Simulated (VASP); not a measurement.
Level of theory: r2SCAN meta-GGA, VASP's PBE PAW potentials (set 64) (plane waves; VASP).

A VASP calculation is set up with these files.

**POSCAR**
```
Se
1
   -2.8636624862     2.8636624862     1.3607910954
    2.8636624862    -2.8636624862     1.3607910954
    2.8636624862     2.8636624862    -1.3607910954
Se
2
Direct
  0.7500000000   0.2500000000   0.5000000000
  0.0000000000   0.0000000000   0.0000000000
```

File KPOINTS_OPT:
```
k-points along high-symmetry lines
7
Line-mode
Reciprocal
  0.000000   0.000000   0.000000 ! GAMMA
  0.000000   0.000000   0.500000 ! X

  0.000000   0.000000   0.500000 ! X
 -0.500000   0.500000   0.500000 ! M

 -0.500000   0.500000   0.500000 ! M
  0.000000   0.000000   0.000000 ! GAMMA

  0.000000   0.000000   0.000000 ! GAMMA
  0.324423   0.324423  -0.324423 ! Z

 -0.324423   0.675577   0.324423 ! Z_0
 -0.500000   0.500000   0.500000 ! M

  0.000000   0.000000   0.500000 ! X
  0.250000   0.250000   0.250000 ! P

  0.250000   0.250000   0.250000 ! P
  0.000000   0.500000   0.000000 ! N

  0.000000   0.500000   0.000000 ! N
  0.000000   0.000000   0.000000 ! GAMMA
```

### KPOINTS
```
Automatic mesh
0
Gamma
16 16 16
0 0 0
```

INCAR:
```
LWAVE = .FALSE.
ALGO = Normal
LORBIT = 11   # lm-projected
METAGGA = R2SCAN
LCHARG = .FALSE.
ENCUT = 400   # plane-wave cut-off (eV)
EDIFF = 1E-7
NEDOS = 601
LMIXTAU = .TRUE.
NELM = 100   # most electronic steps
ISMEAR = -5
LASPH = .TRUE.   # aspherical one-centre terms
PREC = Accurate
LMAXMIX = 4   # l cut-off of mixed one-centre charges
LREAL = .FALSE.   # projection in real space or not
SYSTEM = Se
ISIF = 2   # forces and stress, cell fixed
```

POTCAR, in this order: Se (PBE.64 set). Program: vasp_std.

Output

File OUTCAR:
```
 ion  position               nearest neighbor table
   1  0.750  0.250  0.500-
   2  0.000  0.000  0.000-
  LATTYP: Found a body centered tetragonal cell.
 ALAT       =     5.7273249724
 C/A-ratio  =     0.4751925557
 Subroutine PRICEL returns:
 Original cell was already a primitive cell.
 Subroutine GETGRP returns: Found 16 space group operations
The static configuration has the point symmetry D_2d.
 The point group associated with its full space group is D_4h.
The dynamic configuration has the point symmetry D_2d.
 Subroutine INISYM returns: Found 16 space group operations
 Subroutine IBZKPT returns following result:
 Found    349 irreducible k-points:

 Following reciprocal coordinates:
            Coordinates               Weight
  0.000000  0.000000  0.000000      1.000000
  0.062500  0.000000  0.000000      8.000000
  0.125000  0.000000  0.000000      8.000000
  0.187500  0.000000  0.000000      8.000000
  0.250000  0.000000  0.000000      8.000000
  0.312500  0.000000  0.000000      8.000000
  0.375000  0.000000  0.000000      8.000000
...
```

OSZICAR:
```
       N       E                     dE             d eps       ncg     rms          rms(c)
DAV:   1     0.133044090623E+02    0.13304E+02   -0.47052E+03  6988   0.854E+02
DAV:   2    -0.285197783373E+02   -0.41824E+02   -0.40362E+02 11078   0.138E+02
DAV:   3    -0.301567234859E+02   -0.16369E+01   -0.16229E+01  8226   0.297E+01
DAV:   4    -0.301661446546E+02   -0.94212E-02   -0.94080E-02  8250   0.255E+00
DAV:   5    -0.301662025530E+02   -0.57898E-04   -0.57801E-04  8044   0.179E-01    0.505E+00
DAV:   6    -0.273643352682E+02    0.28019E+01   -0.19845E-01  7356   0.473E+00    0.362E+00
DAV:   7    -0.268466525708E+02    0.51768E+00   -0.79237E-01  7152   0.662E+00    0.248E+00
DAV:   8    -0.275126143021E+02   -0.66596E+00   -0.21206E-01  7250   0.378E+00    0.811E-01
DAV:   9    -0.276165153843E+02   -0.10390E+00   -0.62723E-02  7644   0.195E+00    0.245E-01
DAV:  10    -0.276257615895E+02   -0.92462E-02   -0.30818E-02  7560   0.190E+00    0.197E-01
DAV:  11    -0.276308133725E+02   -0.50518E-02   -0.10845E-03  7628   0.359E-01    0.135E-01
DAV:  12    -0.276362249993E+02   -0.54116E-02   -0.26621E-03  7140   0.482E-01    0.680E-02
DAV:  13    -0.276376348385E+02   -0.14098E-02   -0.86384E-04  7466   0.360E-01    0.215E-02
DAV:  14    -0.276378012453E+02   -0.16641E-03   -0.34274E-05  7738   0.801E-02    0.158E-02
DAV:  15    -0.276377997620E+02    0.14833E-05   -0.30351E-06  7924   0.142E-02    0.643E-03
DAV:  16    -0.276378134377E+02   -0.13676E-04   -0.53121E-06  7502   0.275E-02    0.168E-03
DAV:  17    -0.276378121507E+02    0.12869E-05   -0.89668E-07  7540   0.993E-03    0.103E-03
DAV:  18    -0.276378134173E+02   -0.12666E-05   -0.20557E-07  5472   0.500E-03    0.447E-04
DAV:  19    -0.276378123449E+02    0.10724E-05   -0.35242E-08  3896   0.232E-03    0.191E-04
DAV:  20    -0.276378124467E+02   -0.10175E-06   -0.18289E-09  3662   0.512E-04    0.156E-04
DAV:  21    -0.276378123857E+02    0.60948E-07   -0.63038E-10  3648   0.257E-04
   1 F= -.27637812E+02 E0= -.27637812E+02  d E =0.000000E+00
       N       E                     dE             ncg
```

OUTCAR:
```
------------------------ aborting loop because EDIFF is reached ----------------------------------------
  FORCE on cell =-STRESS in cart. coord.  units (eV):
  Direction    XX          YY          ZZ          XY          YZ          ZX
  --------------------------------------------------------------------------------------
  Total        0.0142923      0.0142923     -0.0123194      0.0000000      0.0000000      0.0000000
  in kB        0.5130011      0.5130011     -0.4421861      0.0000000      0.0000000      0.0000000
  external PRESSURE =       0.1946054 kB  Pullay stress =       0.0000000 kB
  volume of cell :       44.64
      direct lattice vectors                 reciprocal lattice vectors
    -2.863662486  2.863662486  1.360791095     0.000000000  0.174601582  0.367433327
     2.863662486 -2.863662486  1.360791095     0.174601582  0.000000000  0.367433327
     2.863662486  2.863662486 -1.360791095     0.174601582  0.174601582  0.000000000
 POSITION                                       TOTAL-FORCE (eV/Angst)
 -----------------------------------------------------------------------------------
     -0.00000      2.86366      0.68040         0.000000      0.000000      0.000000
      0.00000      0.00000      0.00000        -0.000000     -0.000000     -0.000000
 -----------------------------------------------------------------------------------
    total drift:                               -0.000000      0.000000      0.000000
  FREE ENERGIE OF THE ION-ELECTRON SYSTEM (eV)
  ---------------------------------------------------
  free  energy   TOTEN  =       -27.6378123857 eV

  energy  without entropy=      -27.6378123857  energy(sigma->0) =      -27.63781239

 total charge

# of ion       s       p       d       tot
------------------------------------------
    1        1.545   2.090   0.049   3.684
    2        1.545   2.090   0.049   3.684
--------------------------------------------------
tot          3.089   4.181   0.099   7.369
```
(Selected blocks of OUTCAR.)

OUTCAR:
```
 val. band max:        4.7011708900   @ k =  -0.3750   0.5000   0.1250

 cond. band min:       4.5077023829   @ k =   0.5000   0.2500   0.0625


 Fermi energy:         4.6017824308

 k-point     1 :       0.0000    0.0000    0.0000
  band No.  band energies     occupation
      1     -12.1555      2.00000
      2      -8.3403      2.00000
      3      -0.6297      2.00000
      4      -0.6297      2.00000
      5       5.4044      0.00000
      6       5.4044      0.00000
      7       7.9594      0.00000
      8       8.3648      0.00000
      9       8.4086      0.00000
     10      12.5810      0.00000

 k-point     2 :       0.0625    0.0000    0.0000
  band No.  band energies     occupation
      1     -12.0703      2.00000
      2      -8.3022      2.00000
      3      -0.5902      2.00000
      4      -0.5062      2.00000
      5       5.2916     -0.04196
      6       5.4502      0.00000
      7       7.7266      0.00000
      8       7.7558      0.00000
      9       8.0977      0.00000
     10      12.7328      0.00000

 k-point     3 :       0.1250    0.0000    0.0000
  band No.  band energies     occupation
      1     -11.8167      2.00000
      2      -8.1872      2.00000
      3      -0.4708      2.00000
      4      -0.1450      2.00000
      5       4.9703      0.17733
      6       5.5757     -0.14718
      7       6.2509      0.00000
      8       6.3254      0.00000
      9       8.5073      0.00000
     10      13.0497      0.00000

 k-point     4 :       0.1875    0.0000    0.0000
  band No.  band energies     occupation
      1     -11.4007      2.00000
      2      -7.9953      2.00000
      3      -0.2711      2.00000
      4       0.4233      2.00000
      5       4.1103      2.02639
      6       4.6279      1.10167
      7       5.0195     -0.00985
      8       5.7425      0.00000
      9       9.1701      0.00000
     10      13.5033      0.00000

 k-point     5 :       0.2500    0.0000    0.0000
...
```

For a metal the tetrahedron method with Blöchl corrections gives inexact stress and forces.

The structure was generated: Se was put into the beta-Sn type (I4_1/amd), which need not be its known phase. It was relaxed first.
